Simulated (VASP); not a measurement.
All values below come from PBE GGA with D4 dispersion, VASP's PBE PAW potentials (set 64) (plane waves; VASP).

VASP input:

### INCAR
```
! general
SYSTEM =ZnO
PREC   =Accurate
ENCUT  =520   ! plane-wave cut-off (eV)
LREAL  =F
LASPH  =T   ! aspherical one-centre terms

! electronic loop
EDIFF  =1E-7   ! SCF stop (eV)
NELM   =100
ALGO   =Normal   ! blocked Davidson
LMAXMIX=4

! smearing
ISMEAR =0   ! Gaussian
SIGMA  =0.05   ! width (eV)

! functional
GGA    =PE
IVDW   =13

! ions
IBRION =2   ! conjugate gradients
NSW    =30
ISIF   =4   ! ions and shape, fixed volume
EDIFFG =-0.01

! output
LWAVE  =F
LCHARG =F
```

KPOINTS:
```
Automatic mesh
0
Gamma
8 8 4
0 0 0
```

File POSCAR:
```
ZnO
1
    1.6460348349    -2.8510164110     0.0000000000
    1.6460348349     2.8510164110     0.0000000000
    0.0000000000     0.0000000000     5.3098652040
Zn O
2 2
Direct
  0.6666670000   0.3333330000   0.5011605324
  0.3333330000   0.6666670000   0.0011605324
  0.6666670000   0.3333330000   0.8808394676
  0.3333330000   0.6666670000   0.3808394676
```

POTCAR, in this order: Zn O (PBE.64 set). Program: vasp_std.

What VASP printed:

### OSZICAR
```
       N       E                     dE             d eps       ncg     rms          rms(c)
DAV:   1     0.290289415158E+03    0.29029E+03   -0.19000E+04  1320   0.235E+03
DAV:   2     0.992166777759E+01   -0.28037E+03   -0.26901E+03  1466   0.441E+02
DAV:   3    -0.205075868299E+02   -0.30429E+02   -0.30226E+02  1548   0.155E+02
DAV:   4    -0.211036075276E+02   -0.59602E+00   -0.59519E+00  1458   0.231E+01
DAV:   5    -0.211084555151E+02   -0.48480E-02   -0.48479E-02  1518   0.197E+00    0.142E+01
DAV:   6    -0.177361581266E+02    0.33723E+01   -0.12207E+01  2316   0.743E+01    0.859E+00
DAV:   7    -0.178970122430E+02   -0.16085E+00   -0.26394E+00  1452   0.197E+01    0.516E+00
DAV:   8    -0.179227009574E+02   -0.25689E-01   -0.84962E-01  1968   0.910E+00    0.182E+00
DAV:   9    -0.178575868184E+02    0.65114E-01   -0.19019E-01  2048   0.789E+00    0.346E-01
DAV:  10    -0.178613393102E+02   -0.37525E-02   -0.57726E-02  1338   0.174E+00    0.148E-01
DAV:  11    -0.178613303284E+02    0.89819E-05   -0.14991E-03  1856   0.491E-01    0.352E-02
DAV:  12    -0.178613871146E+02   -0.56786E-04   -0.14455E-04  1818   0.215E-01    0.353E-02
DAV:  13    -0.178613810038E+02    0.61108E-05   -0.38940E-05  1698   0.121E-01    0.129E-02
DAV:  14    -0.178613811098E+02   -0.10601E-06   -0.14709E-05  1472   0.435E-02    0.485E-03
DAV:  15    -0.178613805803E+02    0.52952E-06   -0.19205E-06  1802   0.157E-02    0.171E-03
DAV:  16    -0.178613805136E+02    0.66688E-07   -0.23128E-07  1076   0.503E-03
   1 F= -.18769950E+02 E0= -.18769950E+02  d E =-.187700E+02
       N       E                     dE             d eps       ncg     rms          rms(c)
DAV:   1    -0.178613802311E+02    0.34926E-06   -0.10008E-02  1320   0.800E-01    0.200E-02
DAV:   2    -0.178614041947E+02   -0.23964E-04   -0.24896E-04  1422   0.137E-01    0.116E-02
DAV:   3    -0.178614037097E+02    0.48507E-06   -0.13188E-06  1542   0.129E-02    0.756E-03
DAV:   4    -0.178614035193E+02    0.19041E-06   -0.10698E-06  1446   0.140E-02    0.769E-04
DAV:   5    -0.178614035546E+02   -0.35305E-07   -0.43555E-07  1280   0.540E-03
   2 F= -.18769977E+02 E0= -.18769977E+02  d E =-.272022E-04
```

File OUTCAR:
```
------------------------ aborting loop because EDIFF is reached ----------------------------------------
  Edisp (eV):   -0.90857
  FORCE on cell =-STRESS in cart. coord.  units (eV):
  Direction    XX          YY          ZZ          XY          YZ          ZX
  --------------------------------------------------------------------------------------
  Total      -1.13394    -1.13394    -1.10457     0.00000     0.00000     0.00000
  in kB     -36.45442   -36.45443   -35.51016     0.00000     0.00000     0.00000
  external pressure =      -36.14 kB  Pullay stress =        0.00 kB
  volume of cell :       49.84
      direct lattice vectors                 reciprocal lattice vectors
     1.646048514 -2.851040092  0.000000000     0.303757754 -0.175374594  0.000000000
     1.646048514  2.851040092  0.000000000     0.303757754  0.175374594  0.000000000
    -0.000000000 -0.000000000  5.309776974    -0.000000000  0.000000000  0.188331827
  FREE ENERGIE OF THE ION-ELECTRON SYSTEM (eV)
  ---------------------------------------------------
  free  energy   TOTEN  =       -18.7699773786 eV

  energy  without entropy=      -18.7699773786  energy(sigma->0) =      -18.76997738

 reached required accuracy - stopping structural energy minimisation
```
(Selected blocks of OUTCAR.)

### CONTCAR
```
ZnO
   1.00000000000000
     1.6460485140003784   -2.8510400919561150    0.0000000000000000
     1.6460485140003784    2.8510400919561150    0.0000000000000000
    -0.0000000000000000   -0.0000000000000000    5.3097769738315153
  Zn              O
     2     2
Direct
     0.6666669999999968    0.3333330000000032    0.5012894068019282
     0.3333330000000032    0.6666669999999968    0.0012894068019282
     0.6666669999999968    0.3333330000000032    0.8807105931980697
     0.3333330000000032    0.6666669999999968    0.3807105931980697
```

File OUTCAR:
```
 val. band max:        0.8026101241   @ k =   0.0000   0.0000   0.0000

 cond. band min:       1.5149518312   @ k =   0.0000   0.0000   0.0000


 Fermi energy:         1.0611654428

 k-point     1 :       0.0000    0.0000    0.0000
  band No.  band energies     occupation
      1     -16.9331      2.00000
      2     -16.2804      2.00000
      3      -4.6888      2.00000
      4      -4.6888      2.00000
      5      -4.6462      2.00000
      6      -4.5110      2.00000
      7      -4.5110      2.00000
      8      -4.4974      2.00000
      9      -3.6363      2.00000
     10      -3.6363      2.00000
     11      -3.4470      2.00000
     12      -3.4470      2.00000
     13      -3.1819      2.00000
     14       0.0626      2.00000
     15       0.0626      2.00000
     16       0.7273      2.00000
     17       0.8026      2.00000
     18       0.8026      2.00000
     19       1.5150      0.00000
     20       5.8507      0.00000
     21       8.8438      0.00000
     22      13.4680      0.00000

 k-point     2 :       0.1250    0.0000    0.0000
  band No.  band energies     occupation
      1     -16.8559      2.00000
      2     -16.2465      2.00000
      3      -4.7671      2.00000
      4      -4.6436      2.00000
      5      -4.6018      2.00000
      6      -4.5170      2.00000
      7      -4.4459      2.00000
      8      -4.3815      2.00000
      9      -3.6676      2.00000
     10      -3.6393      2.00000
     11      -3.4405      2.00000
     12      -3.3724      2.00000
     13      -3.1997      2.00000
     14      -0.4750      2.00000
     15      -0.1304      2.00000
     16      -0.0048      2.00000
     17       0.6300      2.00000
     18       0.6986      2.00000
     19       2.5258      0.00000
     20       6.4498      0.00000
     21       8.8492      0.00000
     22      12.1082      0.00000

 k-point     3 :       0.2500    0.0000    0.0000
  band No.  band energies     occupation
      1     -16.6568      2.00000
...
```

The compound is ZnO in the wurtzite structure. This cell is one point of a volume scan, at 1.03 of the reference volume. Symmetry was kept, so distortions that lower it aren't found.
